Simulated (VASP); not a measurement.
Level of theory: PBEsol GGA, VASP's PBE PAW potentials (set 64) (plane waves; VASP).

VASP ran on this input.

### INCAR
```
ALGO  =  Normal
EDIFF  =  1E-7
ENCUT  =  520
GGA  =  PS
ISIF  =  2
ISMEAR  =  1
LASPH  =  .TRUE.
LCHARG  =  .FALSE.
LMAXMIX  =  6
LREAL  =  .FALSE.
LWAVE  =  .FALSE.
NELM  =  100
PREC  =  Accurate
SIGMA  =  0.1
SYSTEM  =  Au
```

**POSCAR**
```
Au
2.040
  0.0000000000   1.0000000000   1.0000000000
  1.0000000000   0.0000000000   1.0000000000
  1.0000000000   1.0000000000   0.0000000000
Au
1
Cartesian
  0.0000000000   0.0000000000   0.0000000000
```

**KPOINTS**
```
Automatic
0
G
15 15 15
0 0 0
```

POTCAR, in this order: Au (PBE.64 set). Program: vasp_std.

Unless said otherwise, spin-orbit coupling is left out, though it shifts the bands of the heavy elements here.

Question: Predict the energy per atom (σ→0), band gap (on the k-mesh).

Answer: 
| Item | Value |
|---|---|
| energy per atom (σ→0) | -3.923 eV/atom |
| band gap (on the k-mesh) | none (metal, semimetal or under 0.01 eV) |

OSZICAR:
```
...
DAV:   5    -0.426617083036E+01   -0.73987E-05   -0.73991E-05  2428   0.856E-02    0.968E+00
DAV:   6    -0.394950589993E+01    0.31666E+00   -0.10344E+00  2210   0.989E+00    0.598E+00
DAV:   7    -0.392632558220E+01    0.23180E-01   -0.88793E-02  2326   0.282E+00    0.288E+00
DAV:   8    -0.392325622711E+01    0.30694E-02   -0.22204E-03  2279   0.545E-01    0.305E-01
DAV:   9    -0.392323525080E+01    0.20976E-04   -0.23051E-05  2390   0.548E-02    0.180E-02
DAV:  10    -0.392323868199E+01   -0.34312E-05   -0.12968E-06  2395   0.114E-02    0.289E-03
DAV:  11    -0.392323870538E+01   -0.23385E-07   -0.40755E-08  1434   0.212E-03
   1 F= -.39232387E+01 E0= -.39230949E+01  d E =-.431420E-03
```

The compound is Au in the fcc structure. The cell was not relaxed at this level.
